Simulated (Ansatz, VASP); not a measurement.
# Ti2CO2 (twisted Ti2CO2 MXene bilayer, 38.21 deg) in two plane-wave programs, part 2 of 2

One calculation is typed for both programs; each brings its own data sets. How far apart do they land? The cell is taken from a series of runs on this material, whose earlier steps may have relaxed, scaled, displaced or heated it; both programs get it as it stands.

VASP 6.6.1 and Ansatz 0.2.0.

So far: The structure; VASP: single point, PBE with D4.

**3. Ansatz: single point, PBE with D4**

Level of this step: Ansatz beside VASP: Kohn-Sham DFT, plane waves, PBE with D4 (Ansatz).

Ansatz runs on its default PAW (the set named soft_2) files.

The same cell, functional, mesh and smearing now go to Ansatz, which takes its cutoff from its data sets.

The input, input.yaml:

```yaml
crystal:
  lattice:
    - [8.0166, 0.0, 0.0]
    - [-4.0083, 6.94258, 0.0]
    - [0.0, 0.0, 25.59]
  atoms:
    - { symbol: C, position: [0.99938, 0.9974, 0.36049] }
    - { symbol: Ti, position: [0.19145, 0.23786, 0.41153] }
    - { symbol: Ti, position: [0.2358, 0.04488, 0.3087] }
    - { symbol: O, position: [0.23976, 0.04898, 0.4475] }
    - { symbol: O, position: [0.19, 0.23597, 0.27402] }
    - { symbol: C, position: [0.14139, 0.42534, 0.36026] }
    - { symbol: Ti, position: [0.33282, 0.66484, 0.41232] }
    - { symbol: Ti, position: [0.38043, 0.47414, 0.30975] }
    - { symbol: O, position: [0.38222, 0.47604, 0.44775] }
    - { symbol: O, position: [0.33194, 0.6646, 0.27387] }
    - { symbol: C, position: [0.28647, 0.85776, 0.35981] }
    - { symbol: Ti, position: [0.47456, 0.09604, 0.41131] }
    - { symbol: Ti, position: [0.52169, 0.90309, 0.30975] }
    - { symbol: O, position: [0.52272, 0.90314, 0.44709] }
    - { symbol: O, position: [0.47678, 0.0968, 0.27402] }
    - { symbol: C, position: [0.42727, 0.28631, 0.36025] }
    - { symbol: Ti, position: [0.61509, 0.52137, 0.41155] }
    - { symbol: Ti, position: [0.66826, 0.33286, 0.30923] }
    - { symbol: O, position: [0.66881, 0.33333, 0.44707] }
    - { symbol: O, position: [0.62265, 0.52621, 0.27372] }
    - { symbol: C, position: [0.57144, 0.71477, 0.36102] }
    - { symbol: Ti, position: [0.76013, 0.95073, 0.41154] }
    - { symbol: Ti, position: [0.80784, 0.76223, 0.30839] }
    - { symbol: O, position: [0.80749, 0.76122, 0.44684] }
    - { symbol: O, position: [0.76147, 0.95293, 0.27341] }
    - { symbol: C, position: [0.7128, 0.143, 0.36028] }
    - { symbol: Ti, position: [0.90641, 0.38325, 0.41201] }
    - { symbol: Ti, position: [0.9509, 0.19024, 0.30878] }
    - { symbol: O, position: [0.95218, 0.18938, 0.44655] }
    - { symbol: O, position: [0.90335, 0.38169, 0.27334] }
    - { symbol: C, position: [0.85712, 0.57065, 0.36015] }
    - { symbol: Ti, position: [0.0502, 0.81142, 0.41207] }
    - { symbol: Ti, position: [0.09489, 0.61804, 0.30885] }
    - { symbol: O, position: [0.09429, 0.62095, 0.44729] }
    - { symbol: O, position: [0.04765, 0.80982, 0.2737] }
    - { symbol: C, position: [0.85713, 0.2851, 0.63965] }
    - { symbol: Ti, position: [0.6194, 0.09365, 0.69138] }
    - { symbol: Ti, position: [0.66361, 0.33017, 0.58821] }
    - { symbol: O, position: [0.66465, 0.33219, 0.72607] }
    - { symbol: O, position: [0.62004, 0.09786, 0.55276] }
    - { symbol: C, position: [0.71514, 0.5725, 0.63984] }
    - { symbol: Ti, position: [0.477, 0.38203, 0.69098] }
    - { symbol: Ti, position: [0.52392, 0.61709, 0.58914] }
    - { symbol: O, position: [0.52448, 0.6193, 0.72671] }
    - { symbol: O, position: [0.47842, 0.38374, 0.5532] }
    - { symbol: C, position: [0.42937, 0.14062, 0.63975] }
    - { symbol: Ti, position: [0.19144, 0.95291, 0.69048] }
    - { symbol: Ti, position: [0.24083, 0.19085, 0.58869] }
    - { symbol: O, position: [0.23761, 0.18949, 0.72648] }
    - { symbol: O, position: [0.18894, 0.95112, 0.55327] }
    - { symbol: C, position: [0.57331, 0.86157, 0.64006] }
    - { symbol: Ti, position: [0.33321, 0.66387, 0.69032] }
    - { symbol: Ti, position: [0.38117, 0.9035, 0.58859] }
    - { symbol: O, position: [0.37923, 0.90415, 0.72655] }
    - { symbol: O, position: [0.33133, 0.66516, 0.55241] }
    - { symbol: C, position: [0.28593, 0.42905, 0.63921] }
    - { symbol: Ti, position: [0.04632, 0.23639, 0.69153] }
    - { symbol: Ti, position: [0.09696, 0.47697, 0.58898] }
    - { symbol: O, position: [0.09499, 0.47687, 0.72585] }
    - { symbol: O, position: [0.0478, 0.2388, 0.55277] }
    - { symbol: C, position: [0.00138, 0.00157, 0.63965] }
    - { symbol: Ti, position: [0.76186, 0.81009, 0.69074] }
    - { symbol: Ti, position: [0.80758, 0.04628, 0.58905] }
    - { symbol: O, position: [0.80973, 0.04813, 0.72614] }
    - { symbol: O, position: [0.76192, 0.80928, 0.5532] }
    - { symbol: C, position: [0.14412, 0.71276, 0.63912] }
    - { symbol: Ti, position: [0.9031, 0.52342, 0.69089] }
    - { symbol: Ti, position: [0.95183, 0.7627, 0.58883] }
    - { symbol: O, position: [0.95102, 0.76169, 0.72561] }
    - { symbol: O, position: [0.90682, 0.5241, 0.55272] }
kpoints:
  mp_grid: { grid: [3, 3, 1] }
hamiltonian:
  xc: pbe
  dispersion: d4
scf:
  occupations: { method: fermi_dirac, width: 0.025 }
output:
  forces: true
  populations: true
  dos:
    method: { smearing: { sigma: 0.1 } }
    de: 0.1
    projected:
      site_lists:
        C: [C]
        O: [O]
        Ti: [Ti]
        layer_1: [0, 1, 2, 3, 4, 5, 6, 7, 8, 9, 10, 11, 12, 13, 14, 15, 16, 17, 18, 19, 20, 21, 22, 23, 24, 25, 26, 27, 28, 29, 30, 31, 32, 33, 34]
        layer_2: [35, 36, 37, 38, 39, 40, 41, 42, 43, 44, 45, 46, 47, 48, 49, 50, 51, 52, 53, 54, 55, 56, 57, 58, 59, 60, 61, 62, 63, 64, 65, 66, 67, 68, 69]
  eigenvalues: true
  write_density: true
  write_potential: true
  volumetric_format: npy
```

On the command line:

```
ansatz run input.yaml --threads 4 --pin off --max-ram 8192MiB --backend cpu --events-out ev --progress --plain --runs-dir out
```

Numbers of over 12 decimals in the logs are rounded to 6 here.

What it wrote:

```text
Engine: ansatz 0.2.0, x86_64-unknown-linux-gnu
Pseudopotentials: kind: paw
Pseudopotential: C, paw, valence charge 4, recommended cutoff 420 eV (normal), C.paw.azcp
Pseudopotential: Ti, paw, valence charge 12, recommended cutoff 420 eV (normal), Ti.paw.azcp
Pseudopotential: O, paw, valence charge 6, recommended cutoff 420 eV (normal), O.paw.azcp
Functional definition: PBE
  parameter kappa = 0.804
  parameter beta = 0.066725
  exchange = pbe_x(kappa = kappa, mu = beta*pi^2/3)
  correlation = pbe_c(beta = beta)
Crystal: 70 atoms, lattice volume = 1424.234 Å³
Basis set: ecut = 420 eV, 27943 PW (Γ), exchange–correlation on 108×108×360 points (8 copies of the dense FFT grid, shifted against one another)
Bands: 350, of which v1, the nominal top of the filled ones, is band 280 counted from 1 (279 counted from 0)
Symmetry: 1 space group operations
Space group: P1 (ITA 1), of the structure as read, at distance tolerance 1.1e-4 Å
k-points: 5 of 9 (time reversal used)
Non-local potential: C, projectors of the file, l = 0: 2, l = 1: 2, l = 2: 1
Non-local potential: Ti, projectors of the file, l = 0: 3, l = 1: 2, l = 2: 3, l = 3: 1
Non-local potential: O, projectors of the file, l = 0: 2, l = 1: 2, l = 2: 1
PAW form: soft (Blöchl's): semilocal exchange-correlation on the pseudo side does not see the compensation charge
PAW one-centre angular grid: C, 110 points (default); XC on 64 Gauss nodes
PAW one-centre angular grid: Ti, 590 points (default); XC on 64 Gauss nodes
PAW one-centre angular grid: O, 110 points (default); XC on 64 Gauss nodes
Initial density: superposition of atomic densities (neutral atoms: chi_scale 0, normalization atom), corrected by the library's trained network
Initial wavefunctions: pseudopotential atomic-orbital guess
Functional: x = pbe(κ = 0.804, μ = 0.219515), c = pbe(β = 0.066725)
SCF iter   1: F=—  HF=-89478.838283 eV  |F-HF|=—  |Δ(HF+E_count)|=         —  Δρ=5.07e-3  dr2=6.39e-1  ethr=1.77e-3  ⟨swp⟩=6.2  Hψ=7185  notcnv=0  defer=134
preconditioner: auto → Resta (q_TF=auto, 2.335 Å⁻¹)  ε∞=5.3  [insulator: Δε(μ)=0.418 eV  Ē_g=8.656 eV  σ=0.025 eV  W_gap=1.00  n_scr=288 (ndim 8)  ℏωp=18.0 eV  f_vac=0.467  D(μ)=0.02/eV (n_scr^D=0)  ε∞_Penn≈5.3  vacuum switching on, ρ_ref=5.4e-3 e/Å³]
SCF iter   2: F=—  HF=-89478.762690 eV  |F-HF|=—  |Δ(HF+E_count)|=   7.56e-2  Δρ=3.11e-3  dr2=2.66e-1  ethr=1.14e-4  ⟨swp⟩=2.2  Hψ=2819  notcnv=0  defer=248
SCF iter   3: F=—  HF=-89478.741022 eV  |F-HF|=—  |Δ(HF+E_count)|=   2.17e-2  Δρ=1.60e-3  dr2=9.98e-2  ethr=4.76e-5  ⟨swp⟩=3.6  Hψ=2160  notcnv=0  defer=248
SCF iter   4: F=—  HF=-89478.740643 eV  |F-HF|=—  |Δ(HF+E_count)|=   3.79e-4  Δρ=1.42e-3  dr2=5.06e-2  ethr=1.78e-5  ⟨swp⟩=3.6  Hψ=2184  notcnv=0  defer=249
SCF iter   5: F=—  HF=-89478.736175 eV  |F-HF|=—  |Δ(HF+E_count)|=   4.47e-3  Δρ=3.48e-4  dr2=3.77e-3  ethr=9.03e-6  ⟨swp⟩=2.6  Hψ=2394  notcnv=0  defer=254
SCF iter   6: F=—  HF=-89478.735287 eV  |F-HF|=—  |Δ(HF+E_count)|=   8.88e-4  Δρ=3.24e-4  dr2=2.45e-3  ethr=6.74e-7  ⟨swp⟩=2.0  Hψ=2336  notcnv=0  defer=254
SCF iter   7: F=—  HF=-89478.734681 eV  |F-HF|=—  |Δ(HF+E_count)|=   6.06e-4  Δρ=1.04e-4  dr2=1.82e-4  ethr=4.38e-7  ⟨swp⟩=2.0  Hψ=2108  notcnv=0  defer=254
SCF iter   8: F=—  HF=-89478.734633 eV  |F-HF|=—  |Δ(HF+E_count)|=   4.76e-5  Δρ=7.48e-5  dr2=1.02e-4  ethr=3.24e-8  ⟨swp⟩=3.0  Hψ=3632  notcnv=0  defer=254
SCF iter   9: F=—  HF=-89478.734628 eV  |F-HF|=—  |Δ(HF+E_count)|=   5.08e-6  Δρ=4.08e-5  dr2=3.27e-5  ethr=1.83e-8  ⟨swp⟩=2.0  Hψ=2336  notcnv=0  defer=254
SCF iter  10: F=—  HF=-89478.735921 eV  |F-HF|=—  |Δ(HF+E_count)|=   1.29e-3  Δρ=1.06e-5  dr2=1.56e-6  ethr=5.84e-9  ⟨swp⟩=2.0  Hψ=2407  notcnv=0  defer=254
SCF iter  11: F=—  HF=-89478.735922 eV  |F-HF|=—  |Δ(HF+E_count)|=   1.27e-6  Δρ=7.02e-6  dr2=1.28e-6  ethr=2.79e-10  ⟨swp⟩=3.8  Hψ=3523  notcnv=0  defer=254
SCF iter  12: F=—  HF=-89478.735922 eV  |F-HF|=—  |Δ(HF+E_count)|=   5.30e-9  Δρ=3.59e-6  dr2=2.89e-7  ethr=2.28e-10  ⟨swp⟩=2.0  Hψ=2123  notcnv=0  defer=254
SCF iter  13: F=-89478.735922 eV  HF=-89478.735922 eV  |F-HF|=3.66e-8  |Δ(HF+E_count)|=   1.20e-7  Δρ=2.03e-6  dr2=9.31e-8  ethr=1.79e-11  ⟨swp⟩=19.8  Hψ=13905  notcnv=0
SCF 1 converged in 13 iterations: F = -89478.735922 eV  dr2 = 9.31e-8
  greatest PAW one-centre occupation: 0.999 electrons in one spin orbital (limit 2), on the Ti atom at site 2 (counted from 0), in its partial waves of l = 0
[...]
k-point 2: bands = [... 276 lower, 2.4335, 2.5728, 2.6392, 2.7436, 3.8311, 3.8795, 3.9283, 4.0075, ... 66 higher]
  k-point 4: bands = [... 276 lower, 2.4289, 2.5743, 2.6552, 2.7319, 3.8285, 3.8958, 3.9412, 3.9827, ... 66 higher]
--- Löwdin populations: 70 sites ---
  site symbol       q [e]
     0      C      4.9038
     1     Ti     10.8817
     2     Ti     10.8668
     3      O      6.5997
     4      O      6.6075
     5      C      4.9059
     6     Ti     10.8726
     7     Ti     10.8722
     8      O      6.6004
     9      O      6.6108
    10      C      4.9024
    11     Ti     10.8794
    12     Ti     10.8735
    13      O      6.6074
    14      O      6.6115
    15      C      4.9044
    16     Ti     10.8772
    17     Ti     10.8710
    18      O      6.6089
    19      O      6.6104
    20      C      4.9008
    21     Ti     10.8747
    22     Ti     10.8640
    23      O      6.6071
[...]
62     Ti     10.8780
    63      O      6.5998
    64      O      6.6004
    65      C      4.9007
    66     Ti     10.8666
    67     Ti     10.8747
    68      O      6.6068
    69      O      6.6132
  spilling = 0.003481 (of n_electrons = 560.000000)
```

In the SCF lines HF is the Harris–Foulkes energy and dr2 the Hartree energy of the density residual, in eV; the loop may stop once dr2 is under the threshold and the program's other checks hold. Hψ counts applications of the Hamiltonian.

**4. Side by side**

Known differences besides the potentials themselves: the cutoff is 420 eV in Ansatz and 520 eV in VASP (PREC = Accurate, projectors in real space). Total energies have different zeros and are not compared.

Compared:

```tsv
quantity	Ansatz	VASP	difference
gap on the k mesh (eV)	0.281	0.277	+0.005
```

Forces on 10 of the 70 atoms, those with the largest forces and the largest differences (eV/Å; atoms numbered as in POSCAR):

```tsv
atom	Ansatz x, y, z	VASP x, y, z
Ti21	0.534, 0.306, -0.070	0.540, 0.304, -0.109
Ti27	-0.511, -0.232, -0.354	-0.516, -0.229, -0.391
Ti30	0.586, 0.320, -0.018	0.585, 0.324, 0.017
Ti34	-0.542, -0.172, -0.113	-0.548, -0.176, -0.072
Ti38	-0.307, -0.212, -0.430	-0.308, -0.211, -0.399
O43	-0.007, 0.002, -0.284	-0.012, 0.005, -0.226
O45	-0.207, -0.025, -0.242	-0.212, -0.026, -0.185
O66	0.217, -0.093, 0.547	0.219, -0.098, 0.499
O67	0.066, -0.024, 0.134	0.066, -0.026, 0.193
O70	-0.259, 0.000, 0.499	-0.262, -0.003, 0.450
```

The forces differ by 24 meV/Å r.m.s., which is 12.6 % of the r.m.s. force of 0.191 eV/Å (both taken over all components). A gap on the mesh is an upper bound, since the band edges may lie between its points. With vacuum in the cell, a pressure given here is an average over mostly empty space and none of the material.

**5. Outcome**

```json
{
  "r.m.s. force difference (single point, PBE with D4)": "24 meV/Å"
}
```

**Reading.** The r.m.s. force difference is 24 meV/Å (single point, PBE with D4), beyond the 12 meV/Å picked in this series as the mark of a large difference. What causes the difference of the single point, PBE with D4 pair stays open here. How closely two codes agree says nothing of how well the functional describes the real material.

[Lines on the potential files, build, host, timing and source positions are cut from VASP's logs without a mark.]

[Logs are printed without paths, hosts, clocks, repeated set-up lines and the standing remarks that a program may print on its own settings, such as how far it seeks lower states.]

[Hosts, paths, dates, database ids (printed as entryN), source tags and the programs' standing remarks are cut or masked in the printed files.]
